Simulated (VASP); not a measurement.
Data:

```xyz
2
Lattice="0.0000 2.2654 2.2654 2.2654 0.0000 2.2654 2.2654 2.2654 0.0000" Properties=species:S:1:pos:R:3 pbc="T T T"
B      0.0000     0.0000     0.0000
P      1.1327     1.1327     1.1327
```

Level of theory: revTPSS meta-GGA, VASP's PBE PAW potentials (set 64) (plane waves; VASP). Settings: 520 eV cut-off, 11×11×11 Γ-centred mesh, tetrahedra with Blöchl corrections, potentials B P.

### Question
Predict the energy per atom (σ→0), band gap (over mesh and band path) with the smallest direct gap where there is one.

### Answer

```
Item                                                   Result
---------------------------------------------  --------------
band gap (over mesh and band path)                    1.14 eV
smallest direct gap (over mesh and band path)         3.51 eV
energy per atom (σ→0)                          -7.581 eV/atom
```

The compound is BP in the zinc blende structure. It was relaxed first.
